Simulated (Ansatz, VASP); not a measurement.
## GeCN2 in VASP and in Ansatz

INCAR

```
SYSTEM = GeCN2
ALGO = Fast ; EDIFF = 1E-7
ENCUT = 520 ; GGA = PS
ISIF = 2 ; ISMEAR = 0
LASPH = .TRUE. ; LCHARG = .FALSE.
LREAL = .FALSE. ; LWAVE = .FALSE.
NBANDS = 22 ; NELM = 100
PREC = Accurate ; SIGMA = 0.05
```

File KPOINTS:

```
k-points
0
G
  9 9 9
  0 0 0
```

The input POSCAR:

```
GeCN2
1.0
    1.7041008512      0.9838630852      4.9219572124
   -1.7041008512      0.9838630852      4.9219572124
    0.0000000000     -1.9677261704      4.9219572124
Ge C N
1 1 2
Direct
    0.0000000000      0.0000000000      0.0000000000
    0.5000000000      0.5000000000      0.5000000000
    0.4160956000      0.4160956000      0.4160956000
    0.5839044000      0.5839044000      0.5839044000
```

Input for Ansatz:

```yaml
crystal:
  lattice:
    - [1.7041008512, 0.9838630852, 4.9219572124]
    - [-1.7041008512, 0.9838630852, 4.9219572124]
    - [0.0, -1.9677261704, 4.9219572124]
  atoms:
    - { symbol: Ge, position: [0.0, 0.0, 0.0] }
    - { symbol: C, position: [0.5, 0.5, 0.5] }
    - { symbol: "N", position: [0.4160956, 0.4160956, 0.4160956] }
    - { symbol: "N", position: [0.5839044, 0.5839044, 0.5839044] }
basis:
  ecutwfc: 420
kpoints:
  mp_grid: { grid: [9, 9, 9] }
hamiltonian:
  xc: pbesol
scf:
  occupations: { method: gaussian, width: 0.05 }
output:
  forces: true
  stress: true
  eigenvalues: true
```

Change from the starting cell: strain -0.050 along x and y, +0.000 along z, atoms carried along.

Alike in both runs: task single point; functional PBEsol; k mesh 9 × 9 × 9; occupations gaussian, width 0.05 eV; no spin polarisation.

|  | VASP | Ansatz |
| --- | --- | --- |
| version | VASP 6.6.1 | Ansatz 0.2.0 |
| potentials or method | VASP PAW PBE potentials, release 64 (Ge_d, C, N) | scalar-relativistic, plane waves, PAW |
| plane-wave cutoff (eV) | 520 | 420 |
| valence electrons in the cell | 28 | 28 |

```tsv
	VASP	Ansatz	Ansatz less VASP
gap on the k mesh at the Fermi level (eV)	0.96	0.97	+0.010
least direct gap on the mesh (eV)	1.60	1.62	+0.021
pressure (GPa)	2.7	2.5	-0.20
largest component of the traceless stress (GPa)	1.17	1.88	+0.710
rms of the force components (eV/Å)	0.000	0.049	+0.0491
```

Atom by atom the forces differ by 0.050 eV/Å (rms over components).

Caveats: the standard files for N, O and F lose accuracy on very short bonds; the PAW data sets were made with another functional, which shifts forces and pressure a little (VASP); an odd mesh through Γ misses points on the zone boundary, where band edges often lie.
